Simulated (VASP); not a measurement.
A convergence study with VASP on SnTe (rock salt): one setting is varied, all else stays as given below, so the limit is that of these other settings. Each run relaxes cell and ions from the cell shown.

```xyz
2
Lattice="0.0000 3.1600 3.1600 3.1600 0.0000 3.1600 3.1600 3.1600 0.0000" Properties=species:S:1:pos:R:3 pbc="T T T"
Sn     0.0000     0.0000     0.0000
Te     3.1600     3.1600     3.1600
```

Level of theory: PBE GGA, VASP's PBE PAW potentials (set 64) (plane waves; VASP). The tightest run used: 550 eV cut-off, 11×11×11 Γ-centred mesh, Gaussian smearing of 0.050 eV, potentials Sn_d Te.

Unless said otherwise, spin-orbit coupling is left out, though it shifts the bands of the heavy elements here. Gaps are read on the run's mesh, which can miss a band edge.

Question: The settings run are 2×2×2 mesh; 3×3×3 mesh; 4×4×4 mesh; 5×5×5 mesh; 7×7×7 mesh; 8×8×8 mesh; 9×9×9 mesh; 10×10×10 mesh; 11×11×11 mesh. From which on does the relaxed volume stay within 0.05 Å³/atom of the tightest run?

Answer: From 5×5×5 mesh on: it is off by 0.018 there and by no more than 0.05 in any finer run, while 4×4×4 mesh is off by 0.102.
| setting | relaxed volume (Å³/atom) | E (eV/atom) | gap on the mesh (eV) | irreducible k-points | difference judged (Å³/atom) |
|---|---|---|---|---|---|
| 2×2×2 mesh | 39.376 | -2.9831 | 0.265 | 3 | 6.485 |
| 3×3×3 mesh | 32.805 | -3.8268 | 1.616 | 4 | 0.086 |
| 4×4×4 mesh | 32.789 | -3.7776 | 0.040 | 8 | 0.102 |
| 5×5×5 mesh | 32.873 | -3.7843 | 0.926 | 10 | 0.018 |
| 7×7×7 mesh | 32.852 | -3.7840 | 0.664 | 20 | 0.039 |
| 8×8×8 mesh | 32.922 | -3.7816 | 0.051 | 29 | 0.031 |
| 9×9×9 mesh | 32.881 | -3.7831 | 0.515 | 35 | 0.010 |
| 10×10×10 mesh | 32.901 | -3.7822 | 0.050 | 47 | 0.010 |
| 11×11×11 mesh | 32.891 | -3.7827 | 0.422 | 56 | 0.000 |

Left out are rungs that failed or repeat a setting and relaxations that didn't move; long series are thinned to 24 rows.

The compound is SnTe in the rock salt structure, which distorts at low temperature.
